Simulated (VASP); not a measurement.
Here is the system:

```xyz
3
Lattice="1.5094 -2.6144 0.0000 1.5094 2.6144 0.0000 0.0000 0.0000 3.2327" Properties=species:S:1:pos:R:3 pbc="T T T"
Ti     1.5094     2.6144     0.0000
B      1.5094     0.8715     1.6163
B      1.5094    -0.8715     1.6163
```

Level of theory: SCAN meta-GGA, VASP's PBE PAW potentials (set 64) (plane waves; VASP). Run with 520 eV cut-off, 13×13×11 Γ-centred mesh, tetrahedra with Blöchl corrections, potentials Ti_sv B.

Task: The job: TiB₂ (AlB2 type), 3 atoms, SCAN, static run, 520 eV, 13×13×11 Γ-centred mesh. Roughly how much core time does it take on a busy server core?

Result: About 2 core-minutes (one run on a shared machine, a rough figure). It had 126 irreducible k-points, 13 bands, up to 721 plane waves and 35 electronic steps.

The compound is TiB2 in the AlB2 type structure. It was relaxed first.
